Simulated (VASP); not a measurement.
**BeHg$_{3}$Te$_{4}$ (ordered alloy cell): computed properties**

Level of theory: PBEsol GGA, VASP's PBE PAW potentials (set 64) (plane waves; VASP).

```
Quantity                                                                                                    Value
----------------------------------  -----------------------------------------------------------------------------
space group                                                                                             Amm2 (38)
cell                                a = 4.4285 Å, b = 8.8951 Å, c = 12.6765 Å, α = 90.00°, β = 90.00°, γ = 90.00°
volume per atom                                                                                     31.21 Å³/atom
band gap (over mesh and band path)                                       none (metal, semimetal or under 0.01 eV)
density                                                                                                7.46 g/cm³
```

```
BeHg3Te4
1.0
   -0.01346     6.27633     6.33825
    6.27633    -0.01346     6.33825
    3.13143     3.13143     0.00000
Hg Te Be
3 4 1
Cartesian
  6.26287   6.26287  12.62153
  3.16592   6.22838   9.50716
  6.22838   3.16592   9.50716
  1.56572   1.56572   1.59195
  4.56067   1.70220   4.89926
  1.70220   4.56067   4.89926
  4.69715   4.69715   7.67719
  6.26287   6.26287   6.34071
```

Unless said otherwise, spin-orbit coupling is left out, though it shifts the bands of the heavy elements here.

The structure was generated: BeHg3Te4 was put into an ordered model structure (Amm2), which need not be its known phase. It was relaxed first. Symmetry was kept, so distortions that lower it aren't found.
